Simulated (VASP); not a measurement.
These are r2SCAN meta-GGA, VASP's PBE PAW potentials (set 64) (plane waves; VASP) values and carry that method's errors.

VASP input:

File POSCAR:
```
TiB2
1
    1.4676213817    -2.5419948251     0.0000000000
    1.4676213817     2.5419948251     0.0000000000
    0.0000000000     0.0000000000     3.2295490429
Ti B
1 2
Direct
  1.0000000000   0.0000000000   0.0000000000
  0.3333330000   0.6666670000   0.5000000000
  0.6666670000   0.3333330000   0.5000000000
```

### INCAR
```
ALGO = Normal
LWAVE = .FALSE.
LREAL = .FALSE.   # projection in real space or not
EDIFFG = -0.01   # ionic stop
NELM = 100   # most electronic steps
ISMEAR = 1
NSW = 30
SYSTEM = TiB2
LMAXMIX = 4
LASPH = .TRUE.
LMIXTAU = .TRUE.
ENCUT = 600   # plane-wave cut-off (eV)
SIGMA = 0.1
EDIFF = 1E-7
ISIF = 2   # forces and stress, cell fixed
IBRION = 2   # conjugate gradients
LCHARG = .FALSE.
METAGGA = R2SCAN
PREC = Accurate
```

KPOINTS:
```
Automatic mesh
0
Gamma
10 10 10
0 0 0
```

POTCAR, in this order: Ti_sv B (PBE.64 set). Program: vasp_std.

What VASP printed:

File OUTCAR:
```
 ion  position               nearest neighbor table
   1  0.000  0.000  0.000-   2 2.34   3 2.34   2 2.34   3 2.34   3 2.34   3 2.34   2 2.34   2 2.34
                             3 2.34   3 2.34   2 2.34   2 2.34
   2  0.333  0.667  0.500-   3 1.69   3 1.69   3 1.69   1 2.34   1 2.34   1 2.34   1 2.34   1 2.34
                             1 2.34
   3  0.667  0.333  0.500-   2 1.69   2 1.69   2 1.69   1 2.34   1 2.34   1 2.34   1 2.34   1 2.34
                             1 2.34
  LATTYP: Found a hexagonal cell.
 ALAT       =     2.9352427857
 C/A-ratio  =     1.1002664102
 Subroutine PRICEL returns:
 Original cell was already a primitive cell.
 Subroutine GETGRP returns: Found 24 space group operations
The static configuration has the point symmetry D_6h.
The dynamic configuration has the point symmetry D_6h.
 Subroutine INISYM returns: Found 24 space group operations
 Subroutine IBZKPT returns following result:
 Found     84 irreducible k-points:

 Following reciprocal coordinates:
            Coordinates               Weight
  0.000000  0.000000  0.000000      1.000000
  0.100000  0.000000  0.000000      6.000000
  0.200000  0.000000  0.000000      6.000000
  0.300000 -0.000000  0.000000      6.000000
  0.400000  0.000000  0.000000      6.000000
  0.500000 -0.000000  0.000000      3.000000
  0.100000  0.100000  0.000000      6.000000
  0.200000  0.100000  0.000000     12.000000
  0.300000  0.100000  0.000000     12.000000
  0.400000  0.100000  0.000000     12.000000
  0.200000  0.200000  0.000000      6.000000
  0.300000  0.200000  0.000000     12.000000
  0.400000  0.200000  0.000000      6.000000
  0.300000  0.300000  0.000000      6.000000
  0.000000  0.000000  0.100000      2.000000
  0.100000  0.000000  0.100000     12.000000
  0.200000  0.000000  0.100000     12.000000
  0.300000 -0.000000  0.100000     12.000000
  0.400000  0.000000  0.100000     12.000000
...
```

### OSZICAR
```
       N       E                     dE             d eps       ncg     rms          rms(c)
DAV:   1     0.134444010614E+03    0.13444E+03   -0.10375E+04  2184   0.182E+03
DAV:   2    -0.283675001372E+02   -0.16281E+03   -0.15917E+03  2224   0.434E+02
DAV:   3    -0.392330525752E+02   -0.10866E+02   -0.10753E+02  3117   0.104E+02
DAV:   4    -0.396567400986E+02   -0.42369E+00   -0.42310E+00  2905   0.186E+01
DAV:   5    -0.396698213592E+02   -0.13081E-01   -0.13081E-01  3108   0.287E+00    0.192E+01
DAV:   6    -0.307284964306E+02    0.89413E+01   -0.25931E+01  2942   0.757E+01    0.360E+00
DAV:   7    -0.307765421164E+02   -0.48046E-01   -0.16874E+00  2418   0.161E+01    0.338E+00
DAV:   8    -0.307392401607E+02    0.37302E-01   -0.66757E-01  2489   0.108E+01    0.124E+00
DAV:   9    -0.306841216842E+02    0.55118E-01   -0.95534E-01  2504   0.140E+01    0.133E+00
DAV:  10    -0.308525260439E+02   -0.16840E+00   -0.27406E-01  2595   0.585E+00    0.380E-01
DAV:  11    -0.308535334655E+02   -0.10074E-02   -0.56018E-03  2409   0.936E-01    0.383E-01
DAV:  12    -0.308534905892E+02    0.42876E-04   -0.10702E-03  2444   0.421E-01    0.150E-01
DAV:  13    -0.308527961353E+02    0.69445E-03   -0.47720E-03  2510   0.660E-01    0.783E-02
DAV:  14    -0.308530032533E+02   -0.20712E-03   -0.37245E-04  2413   0.266E-01    0.121E-01
DAV:  15    -0.308533688398E+02   -0.36559E-03   -0.79560E-04  2464   0.364E-01    0.896E-02
DAV:  16    -0.308533631084E+02    0.57314E-05   -0.67949E-05  2490   0.130E-01    0.358E-02
DAV:  17    -0.308533908707E+02   -0.27762E-04   -0.15454E-05  2424   0.580E-02    0.404E-02
DAV:  18    -0.308533873982E+02    0.34725E-05   -0.30106E-05  2873   0.816E-02    0.166E-02
DAV:  19    -0.308533873809E+02    0.17271E-07   -0.13260E-06  2559   0.152E-02    0.133E-02
DAV:  20    -0.308533862192E+02    0.11617E-05   -0.54159E-07  2299   0.871E-03    0.101E-02
DAV:  21    -0.308533871779E+02   -0.95875E-06   -0.10830E-07  1168   0.419E-03    0.294E-03
DAV:  22    -0.308533864228E+02    0.75515E-06   -0.23557E-08  1137   0.213E-03    0.193E-03
DAV:  23    -0.308533865191E+02   -0.96292E-07   -0.84848E-09  1137   0.142E-03
   1 F= -.30853387E+02 E0= -.30853136E+02  d E =-.308534E+02
```

**OUTCAR**
```
------------------------ aborting loop because EDIFF is reached ----------------------------------------
  FORCE on cell =-STRESS in cart. coord.  units (eV):
  Direction    XX          YY          ZZ          XY          YZ          ZX
  --------------------------------------------------------------------------------------
  Total        3.8739170      3.8739171      1.0624959      0.0000000      0.0000000      0.0000000
  in kB      257.5729904    257.5729957     70.6443239      0.0000000      0.0000000      0.0000000
  external PRESSURE =     195.2634367 kB  Pullay stress =       0.0000000 kB
  volume of cell :       24.10
      direct lattice vectors                 reciprocal lattice vectors
     1.467621382 -2.541994825  0.000000000     0.340687323 -0.196695916  0.000000000
     1.467621382  2.541994825  0.000000000     0.340687323  0.196695916  0.000000000
     0.000000000  0.000000000  3.229549043     0.000000000  0.000000000  0.309640754
 POSITION                                       TOTAL-FORCE (eV/Angst)
 -----------------------------------------------------------------------------------
      0.00000      0.00000      0.00000         0.000000      0.000000      0.000000
      1.46762      0.84733      1.61477        -0.000000     -0.000000      0.000000
      1.46762     -0.84733      1.61477         0.000000      0.000000      0.000000
 -----------------------------------------------------------------------------------
    total drift:                               -0.000000     -0.000000      0.000000
  FREE ENERGIE OF THE ION-ELECTRON SYSTEM (eV)
  ---------------------------------------------------
  free  energy   TOTEN  =       -30.8533865191 eV

  energy  without entropy=      -30.8526362357  energy(sigma->0) =      -30.85313642

 reached required accuracy - stopping structural energy minimisation
```
(Selected blocks of OUTCAR.)

The compound is TiB2 in the AlB2 type structure. This cell was strained or had an atom moved on purpose.
